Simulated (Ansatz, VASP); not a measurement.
# Cross-check of Si2Mo between VASP and Ansatz

Aim: how closely do two programs agree when they are given the same cell, functional and k mesh? The cell is taken from a series of runs on this material, whose earlier steps may have relaxed, scaled, displaced or heated it; both programs get it as it stands.

Method: plane waves, with VASP 6.6.1 beside it; zone-centre phonons at PBEsol, in Ansatz 0.2.0.

## Step 1: The structure

The structure is tetragonal, space group I4/mmm (No. 139). The conventional cell has a = 3.257 Å, b = 3.257 Å, c = 7.954 Å, α = 90.00°, β = 90.00°, γ = 90.00°. Si has 5 Si at 2.61 to 2.68 Å and 5 Mo at 2.65 to 2.67 Å nearest. Mo has 10 Si at 2.65 to 2.67 Å nearest. Farther neighbours are not listed.

Coordinates:

```
Si Mo
1.0
    -1.62854    1.62854    3.97717
     1.62854   -1.62854    3.97717
     1.62854    1.62854   -3.97717
Si Mo
2 1
Direct
  0.33604 0.33604 0.00000
  0.66396 0.66396 0.00000
  0.00000 0.00000 0.00000
```

## Step 2: VASP: zone-centre phonons, PBEsol

Second derivatives magnify differences that forces hide, and they need a tight electronic threshold.

Lines of VASP's logs that name or quote its potential files are left out, and so is its time.

INCAR reads:

```
SYSTEM = Si2Mo
PREC = Accurate
ENCUT = 500
EDIFF = 1E-08
NELM = 120
ISMEAR = 1
SIGMA = 0.2
LREAL = .FALSE.
ALGO = Normal
GGA = PS
NBANDS = 17
LASPH = .TRUE.
LORBIT = 11
LWAVE = .FALSE.
LCHARG = .FALSE.
ISIF = 2
IBRION = 8
GGA_COMPAT = .FALSE.
KPAR = 2
```

POSCAR reads:

```
Si2Mo
1.0
   -1.6285390752      1.6285390752      3.9771688206
    1.6285390752     -1.6285390752      3.9771688206
    1.6285390752      1.6285390752     -3.9771688206
Si Mo
2 1
Direct
    0.3360448321      0.3360448321      0.0000000000
    0.6639551679      0.6639551679      0.0000000000
    0.0000000000      0.0000000000      0.0000000000
```

KPOINTS reads:

```
Automatic mesh
0
Gamma
20 20 20
0 0 0
```

PAW data sets: Si and Mo_sv (PBE family, release 64).

Started as:

```
$ mpirun -np 2 vasp_std
```

Numbers of over 12 decimals in the logs are rounded to 6 here.

The program printed:

```text
[banner, memory and clock lines left out]
running    2 mpi-ranks, on    1 nodes
 distrk:  each k-point on    1 cores,    2 groups
 distr:  one band on    1 cores,    1 groups

 POSCAR found type information on POSCAR SiMo
 POSCAR found :  2 types and       3 ions
|                                                                             |
|               ----> ADVICE to this user running VASP <----                  |
|                                                                             |
|     You enforced a specific xc type in the INCAR file but a different       |
|     [... a line on the potential file left out ...]
|     I HOPE YOU KNOW WHAT YOU ARE DOING!                                     |
|                                                                             |

 LDA part: xc-table for (Slater+PW92), standard interpolation
 POSCAR, INCAR and KPOINTS ok, starting setup
 FFT: planning ... GRIDC
 FFT: planning ... GRID_SOFT
 FFT: planning ... GRID
 WAVECAR not read
 entering main loop
       N       E                     dE             d eps       ncg     rms          rms(c)
DAV:   1     0.113186324862E+03    0.11319E+03   -0.11014E+04 21858   0.119E+03
DAV:   2    -0.232659062710E+02   -0.13645E+03   -0.13410E+03 26844   0.301E+02
DAV:   3    -0.260029282649E+02   -0.27370E+01   -0.27138E+01 27423   0.384E+01
DAV:   4    -0.260173086210E+02   -0.14380E-01   -0.14367E-01 26945   0.313E+00
DAV:   5    -0.260174097368E+02   -0.10112E-03   -0.10111E-03 27288   0.262E-01    0.203E+01
DAV:   6    -0.252035780010E+02    0.81383E+00   -0.72587E+00 23434   0.171E+01    0.421E+00
DAV:   7    -0.250411486254E+02    0.16243E+00   -0.11749E+00 22923   0.647E+00    0.412E+00
DAV:   8    -0.249976678082E+02    0.43481E-01   -0.12634E-01 23708   0.259E+00    0.446E-01
DAV:   9    -0.249964496844E+02    0.12181E-02   -0.26408E-03 27992   0.396E-01    0.254E-01
DAV:  10    -0.249963379595E+02    0.11172E-03   -0.72699E-04 24412   0.234E-01    0.619E-02
DAV:  11    -0.249963197038E+02    0.18256E-04   -0.27737E-04 23606   0.124E-01    0.483E-02
DAV:  12    -0.249963140051E+02    0.56987E-05   -0.27541E-05 23367   0.373E-02    0.117E-02
DAV:  13    -0.249963137604E+02    0.24472E-06   -0.74110E-07 26685   0.549E-03    0.187E-03
DAV:  14    -0.249963136063E+02    0.15409E-06   -0.19680E-07 25183   0.268E-03    0.106E-03
DAV:  15    -0.249963135874E+02    0.18852E-07   -0.39783E-09 12141   0.469E-04    0.665E-04
DAV:  16    -0.249963135874E+02    0.40927E-10   -0.52637E-10 11688   0.214E-04
   1 F= -.24996314E+02 E0= -.24996694E+02  d E =0.114060E-02
 Linear response reoptimize wavefunctions to high precision
DAV:   1    -0.249963135864E+02    0.93860E-09   -0.88343E-11 12005   0.800E-05
DAV:   2    -0.249963135865E+02   -0.12733E-10   -0.91204E-12 11523   0.276E-05
 Linear response DOF=           4
 Linear response progress:
  Degree of freedom:   1/  4
       N       E                     dE             d eps       ncg     rms          rms(c)
RMM:   1    -0.203191440723E-01   -0.20319E-01   -0.13853E-02177700   0.849E-01
RMM:   2    -0.161673358273E-01    0.41518E-02   -0.13640E-03114756   0.221E-01    0.808E-02
RMM:   3    -0.162413683496E-01   -0.74033E-04   -0.15157E-04115138   0.598E-02    0.436E-02
RMM:   4    -0.163742862260E-01   -0.13292E-03   -0.92335E-05119553   0.443E-02    0.931E-03
RMM:   5    -0.163575662331E-01    0.16720E-04    0.98283E-07121902   0.117E-02    0.166E-03
RMM:   6    -0.163596544368E-01   -0.20882E-05   -0.44761E-07123038   0.238E-03    0.616E-04
RMM:   7    -0.163579566747E-01    0.16978E-05    0.26549E-08128103   0.720E-04    0.137E-04
RMM:   8    -0.163585207384E-01   -0.56406E-06   -0.38336E-08129156   0.185E-04    0.453E-05
RMM:   9    -0.163585834435E-01   -0.62705E-07    0.95542E-09127002   0.536E-05    0.180E-05
RMM:  10    -0.163585886438E-01   -0.52003E-08    0.10586E-08126842   0.305E-05    0.475E-06
 first order change of Fermi-energy   0.21222E-04
 force on displaced ion       1 direction 1 :  -6.514  -0.000   0.000
 Linear response progress:
  Degree of freedom:   2/  4
       N       E                     dE             d eps       ncg     rms          rms(c)
RMM:   1    -0.286174175809E-01   -0.28617E-01   -0.50216E-03 53661   0.105E+00
RMM:   2    -0.218337276663E-01    0.67837E-02   -0.23048E-03 36314   0.284E-01    0.128E-01
RMM:   3    -0.218467927493E-01   -0.13065E-04   -0.47924E-04 34123   0.105E-01    0.924E-02
RMM:   4    -0.218903194493E-01   -0.43527E-04   -0.70814E-05 34925   0.559E-02    0.344E-02
RMM:   5    -0.219336179775E-01   -0.43299E-04   -0.16960E-05 36819   0.226E-02    0.141E-02
RMM:   6    -0.219338355594E-01   -0.21758E-06   -0.23678E-06 37425   0.842E-03    0.235E-03
RMM:   7    -0.219332903517E-01    0.54521E-06    0.19288E-08 37206   0.214E-03    0.569E-04
RMM:   8    -0.219321462481E-01    0.11441E-05   -0.24411E-07 37171   0.840E-04    0.279E-04
RMM:   9    -0.219327011526E-01   -0.55490E-06    0.32183E-08 37698   0.286E-04    0.407E-05
RMM:  10    -0.219327927279E-01   -0.91575E-07    0.85787E-09 40150   0.106E-04    0.183E-05
RMM:  11    -0.219328135655E-01   -0.20838E-07   -0.41152E-11 38456   0.328E-05    0.274E-06
RMM:  12    -0.219328075416E-01    0.60239E-08   -0.15760E-09 40859   0.169E-05    0.164E-06
 first order change of Fermi-energy  -0.28648E+00
 force on displaced ion       1 direction 3 :   0.000   0.000 -11.076
 Linear response progress:
  Degree of freedom:   3/  4
       N       E                     dE             d eps       ncg     rms          rms(c)
RMM:   1    -0.785018965931E+00   -0.78502E+00    0.41907E+00 42812   0.219E+01
RMM:   2    -0.587266961634E+00    0.19775E+00   -0.28831E-01 60309   0.369E+00    0.158E-01
RMM:   3    -0.586923891642E+00    0.34307E-03   -0.45160E-03 77483   0.481E-01    0.876E-02
RMM:   4    -0.585965535065E+00    0.95836E-03   -0.40007E-04 84461   0.146E-01    0.250E-02
RMM:   5    -0.585831490409E+00    0.13404E-03   -0.44635E-05 90906   0.402E-02    0.911E-03
RMM:   6    -0.585846079965E+00   -0.14590E-04   -0.60456E-06 81388   0.135E-02    0.127E-03
RMM:   7    -0.585847585179E+00   -0.15052E-05   -0.11523E-06 91908   0.469E-03    0.654E-04
RMM:   8    -0.585850768520E+00   -0.31833E-05   -0.42985E-07 86254   0.168E-03    0.290E-04
RMM:   9    -0.585855050724E+00   -0.42822E-05   -0.92926E-08 85805   0.898E-04    0.370E-05
RMM:  10    -0.585855117996E+00   -0.67272E-07   -0.33608E-08 90952   0.425E-04    0.183E-05
RMM:  11    -0.585855465663E+00   -0.34767E-06   -0.25985E-08 88296   0.246E-04    0.756E-06
RMM:  12    -0.585855603782E+00   -0.13812E-06   -0.15459E-08 91743   0.145E-04    0.232E-06
RMM:  13    -0.585855569267E+00    0.34515E-07   -0.80381E-09 85856   0.979E-05    0.209E-06
RMM:  14    -0.585855567603E+00    0.16645E-08   -0.88629E-09 83241   0.749E-05    0.290E-06
 first order change of Fermi-energy  -0.11412E-02
 force on displaced ion       3 direction 1 :  -7.868  -0.000   0.000
 Linear response progress:
  Degree of freedom:   4/  4
       N       E                     dE             d eps       ncg     rms          rms(c)
RMM:   1    -0.820431239664E+00   -0.82043E+00    0.46314E+00 23165   0.224E+01
RMM:   2    -0.625315219975E+00    0.19512E+00   -0.29809E-01 33135   0.375E+00    0.170E-01
RMM:   3    -0.624528781028E+00    0.78644E-03   -0.44611E-03 41456   0.497E-01    0.875E-02
RMM:   4    -0.623273805003E+00    0.12550E-02   -0.57046E-04 43905   0.170E-01    0.259E-02
RMM:   5    -0.623090792693E+00    0.18301E-03   -0.64362E-05 49497   0.464E-02    0.136E-02
RMM:   6    -0.622994492826E+00    0.96300E-04   -0.79744E-06 49401   0.152E-02    0.362E-03
RMM:   7    -0.623003135144E+00   -0.86423E-05   -0.18301E-06 45178   0.631E-03    0.642E-04
RMM:   8    -0.623006209281E+00   -0.30741E-05   -0.35866E-07 50777   0.226E-03    0.381E-04
RMM:   9    -0.623008388496E+00   -0.21792E-05   -0.53238E-08 48593   0.872E-04    0.228E-04
RMM:  10    -0.623011229181E+00   -0.28407E-05   -0.58088E-08 45826   0.540E-04    0.257E-05
RMM:  11    -0.623010904479E+00    0.32470E-06   -0.13675E-08 48771   0.257E-04    0.113E-05
RMM:  12    -0.623010789541E+00    0.11494E-06   -0.24049E-08 49930   0.143E-04    0.559E-06
RMM:  13    -0.623010849966E+00   -0.60425E-07   -0.13326E-08 48476   0.987E-05    0.288E-06
RMM:  14    -0.623010918840E+00   -0.68874E-07   -0.13045E-08 48101   0.750E-05    0.104E-06
RMM:  15    -0.623010969443E+00   -0.50603E-07   -0.13265E-08 48104   0.645E-05    0.103E-06
RMM:  16    -0.623010947746E+00    0.21697E-07   -0.11631E-08 42080   0.562E-05    0.143E-07
RMM:  17    -0.623010947597E+00    0.14936E-09   -0.11807E-08 32508   0.520E-05    0.155E-07
 first order change of Fermi-energy   0.52144E-03
 force on displaced ion       3 direction 3 :  -0.000  -0.000 -10.360
 Linear response finished
```

OUTCAR, selected parts (step 2):

```text
ion  position               nearest neighbor table
   1  0.336  0.336  0.000-   2 2.61   3 2.65   3 2.65   3 2.65   3 2.65   3 2.67   2 2.68   2 2.68
                             2 2.68   2 2.68
   2  0.664  0.664  0.000-   1 2.61   3 2.65   3 2.65   3 2.65   3 2.65   3 2.67   1 2.68   1 2.68
                             1 2.68   1 2.68
   3  0.000  0.000  0.000-   2 2.65   2 2.65   2 2.65   1 2.65   2 2.65   1 2.65   1 2.65   1 2.65
                             1 2.67   2 2.67

  LATTYP: Found a body centered tetragonal cell.
 ALAT       =     3.2570781504
 C/A-ratio  =     2.4421697220

 Subroutine GETGRP returns: Found 16 space group operations
 (whereof 16 operations were pure point group operations)

The static configuration has the point symmetry D_4h.

 Found    641 irreducible k-points:

   k-points           NKPTS =    641   k-points in BZ     NKDIM =    641   number of bands    NBANDS=     17

   dimension x,y,z NGX =    36 NGY =   36 NGZ =   36
   dimension x,y,z NGXF=    72 NGYF=   72 NGZF=   72

   ENCUT  =  500.0 eV  36.75 Ry    6.06 a.u.   8.38  8.38  8.38*2*pi/ulx,y,z

   NELECT =      22.0000    total number of electrons

 k-points in reciprocal lattice and weights: Automatic mesh
   0.00000000  0.00000000  0.00000000       0.000
   0.05000000  0.00000000 -0.00000000       0.001
   0.10000000  0.00000000 -0.00000000       0.001
   0.15000000  0.00000000 -0.00000000       0.001
   0.20000000  0.00000000 -0.00000000       0.001
   0.25000000  0.00000000  0.00000000       0.001
   0.30000000  0.00000000 -0.00000000       0.001
   0.35000000  0.00000000 -0.00000000       0.001
   0.40000000 -0.00000000  0.00000000       0.001
[...]
-0.45000000 -0.45000000  0.45000000       0.000
   0.50000000  0.50000000  0.50000000       0.000

 average (electrostatic) potential at core
       1 -77.9657       2 -77.9657       3 -69.7581

  Total       -2.8760611     -2.8760611     -2.8764446      0.0000000      0.0000000     -0.0000000
  in kB     -109.2139984   -109.2139984   -109.2285614      0.0000000      0.0000000     -0.0000000
  external PRESSURE =    -109.2188527 kB  Pullay stress =       0.0000000 kB

  energy-cutoff  :      500.00
  volume of cell :       42.19
      direct lattice vectors                 reciprocal lattice vectors
    -1.628539075  1.628539075  3.977168821     0.000000000  0.307023643  0.125717570
     1.628539075 -1.628539075  3.977168821     0.307023643  0.000000000  0.125717570
     1.628539075  1.628539075 -3.977168821     0.307023643  0.307023643  0.000000000

 POSITION                                       TOTAL-FORCE (eV/Angst)
 -----------------------------------------------------------------------------------
      0.00000      0.00000      2.67301        -0.000000     -0.000000     -0.004169
      0.00000      0.00000      5.28132         0.000000      0.000000      0.004169
      0.00000      0.00000      0.00000         0.000000      0.000000     -0.000000
 -----------------------------------------------------------------------------------
    total drift:                                0.000000      0.000000     -0.000000

 Eigenvectors and eigenvalues of the dynamical matrix
 ----------------------------------------------------

   1 f  =   12.152185 THz    76.354428 2PiTHz  405.353245 cm-1    50.257374 meV
             X         Y         Z           dx          dy          dz
      0.000000  0.000000  2.673014    -0.000000    0.000000   -0.707107
      0.000000  0.000000  5.281324    -0.000000    0.000000    0.707107
      0.000000  0.000000  0.000000     0.000000    0.000000    0.000000

   2 f  =    8.895490 THz    55.892014 2PiTHz  296.721616 cm-1    36.788775 meV
             X         Y         Z           dx          dy          dz
      0.000000  0.000000  2.673014     0.388542    0.590792    0.000000
      0.000000  0.000000  5.281324    -0.388542   -0.590792   -0.000000
      0.000000  0.000000  0.000000     0.000000    0.000000    0.000000

   3 f  =    8.895490 THz    55.892014 2PiTHz  296.721616 cm-1    36.788775 meV
             X         Y         Z           dx          dy          dz
      0.000000  0.000000  2.673014     0.590792   -0.388542    0.000000
      0.000000  0.000000  5.281324    -0.590792    0.388542   -0.000000
      0.000000  0.000000  0.000000     0.000000   -0.000000    0.000000

   4 f  =    8.455447 THz    53.127143 2PiTHz  282.043369 cm-1    34.968905 meV
             X         Y         Z           dx          dy          dz
      0.000000  0.000000  2.673014    -0.000000   -0.000000    0.561628
      0.000000  0.000000  5.281324    -0.000000   -0.000000    0.561628
      0.000000  0.000000  0.000000    -0.000000    0.000000   -0.607576

   5 f  =    7.367760 THz    46.292998 2PiTHz  245.762004 cm-1    30.470591 meV
             X         Y         Z           dx          dy          dz
      0.000000  0.000000  2.673014    -0.000000    0.561591    0.000000
      0.000000  0.000000  5.281324    -0.000000    0.561591    0.000000
      0.000000  0.000000  0.000000     0.000000   -0.607644   -0.000000

   6 f  =    7.367760 THz    46.292998 2PiTHz  245.762004 cm-1    30.470591 meV
             X         Y         Z           dx          dy          dz
      0.000000  0.000000  2.673014     0.561591    0.000000   -0.000000
      0.000000  0.000000  5.281324     0.561591   -0.000000    0.000000
      0.000000  0.000000  0.000000    -0.607644    0.000000    0.000000

   7 f/i=    0.000314 THz     0.001974 2PiTHz    0.010478 cm-1     0.001299 meV
             X         Y         Z           dx          dy          dz
      0.000000  0.000000  2.673014     0.137243   -0.407161   -0.000000
      0.000000  0.000000  5.281324     0.137243   -0.407161   -0.000000
      0.000000  0.000000  0.000000     0.253684   -0.752604   -0.000000

   8 f/i=    0.000314 THz     0.001974 2PiTHz    0.010478 cm-1     0.001299 meV
             X         Y         Z           dx          dy          dz
      0.000000  0.000000  2.673014    -0.407161   -0.137243   -0.000000
      0.000000  0.000000  5.281324    -0.407161   -0.137243   -0.000000
      0.000000  0.000000  0.000000    -0.752604   -0.253684   -0.000000

   9 f/i=    0.001079 THz     0.006778 2PiTHz    0.035983 cm-1     0.004461 meV
             X         Y         Z           dx          dy          dz
      0.000000  0.000000  2.673014    -0.000000   -0.000000    0.429621
      0.000000  0.000000  5.281324    -0.000000   -0.000000    0.429621
      0.000000  0.000000  0.000000    -0.000000   -0.000000    0.794261

 ELASTIC MODULI CONTR FROM IONIC RELAXATION (kBar)
 Direction    XX          YY          ZZ          XY          YZ          ZX
 --------------------------------------------------------------------------------
 XX          -8.3338     -8.3338    -29.5257      0.0000     -0.0000      0.0000
 YY          -8.3338     -8.3338    -29.5257      0.0000     -0.0000      0.0000
 ZZ         -29.5257    -29.5257   -104.6068      0.0000     -0.0000      0.0000
 XY           0.0000      0.0000      0.0000      0.0000      0.0000      0.0000
 YZ          -0.0000     -0.0000     -0.0000      0.0000    -19.4834     -0.0000
 ZX           0.0000      0.0000      0.0000      0.0000     -0.0000     -4.8322
 --------------------------------------------------------------------------------
```

[end of part 1 of 2]

[Lines on the potential files, build, host, timing and source positions are cut from VASP's logs without a mark.]

[Logs are printed without paths, hosts, clocks, repeated set-up lines and the standing remarks that a program may print on its own settings, such as how far it seeks lower states.]

[Hosts, paths, dates, database ids (printed as entryN), source tags and the programs' standing remarks are cut or masked in the printed files.]
